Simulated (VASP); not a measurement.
Set up this calculation in VASP 6.6.1, as the native input.

* Task: relaxation of cell and atoms
* Functional: PBE
* Potentials or basis: VASP PAW PBE potentials, release 64 (Si, B)
* Cutoff: 520 eV
* k mesh: 10 × 10 × 4
* Occupations: gaussian, width 0.1 eV
* Spin: no spin polarisation
* Further INCAR settings: ALGO = Normal; EDIFF = 1e-07; IBRION = 2; POTIM = 0.3; EDIFFG = -0.005; NSW = 60; ISIF = 3

The structure of SiB lies in POSCAR:

```
SiB                                     
1.0
    3.4067503513     -0.0000000000     -0.0000000000
   -1.7033751706      2.9503323456     -0.0000000000
   -0.0000000000     -0.0000000000      9.4967215541
  Si              B             
     4     4
Direct
     1.0000000000000000    1.0000000000000000    0.1438691915040654
     0.0000000000000000    0.0000000000000000    0.8561308084959346
     0.3333333300000021    0.6666666699999979    0.3437197883098471
     0.3333333300000021    0.6666666699999979    0.6562802116901527
     0.6666666699999979    0.3333333300000021    0.4095044949472471
     0.6666666699999979    0.3333333300000021    0.5904955050527529
     0.3333333300000021    0.6666666699999979    0.1014190129043694
     0.3333333300000021    0.6666666699999979    0.8985809870956307
```

The cell was built by a generator and needn't be a form met in nature.

The input as run:

INCAR

```
SYSTEM = SiB
PREC = Accurate
ENCUT = 520
EDIFF = 1E-7
ISMEAR = 0
SIGMA = 0.1
LREAL = .False.
LASPH = .True.
NELM = 120
ALGO = Normal
ISIF = 3
LWAVE = .False.
LCHARG = .False.
GGA = PE
IBRION = 2
NSW = 60
EDIFFG = -0.005
POTIM = 0.3
KPAR = 4
```

KPOINTS

```
Automatic mesh
0
Gamma
  10 10 4
  0 0 0
```

Potentials or basis: VASP PAW PBE potentials, release 64 (Si, B).

Command:

```console
$ cat potpaw_PBE.64/Si/POTCAR potpaw_PBE.64/B/POTCAR > POTCAR
$ mpirun -np 4 vasp_std > vasp.out
```

Results of the run:

The relaxed volume is 11.94 Å³/atom, the relaxed cell is a = 3.408 Å, b = 3.408 Å, c = 9.500 Å, α = 90.00°, β = 90.00°, γ = 120.00° and the space group after relaxing (to 0.05 Å) is P-6m2 (No. 187). The energy gained by relaxing is 0.0 meV/atom, the ionic steps are 5 and the pressure after relaxing is 0.0 GPa. The largest force after relaxing is 0.005 eV/Å and the band gap on the k mesh is none (metal or under the smearing width).

Run time: 34 s on 4 MPI ranks on Intel(R) Xeon(R) Platinum 8559C (Emerald Rapids), with other jobs on the host, peak memory 0.25 GiB a rank.
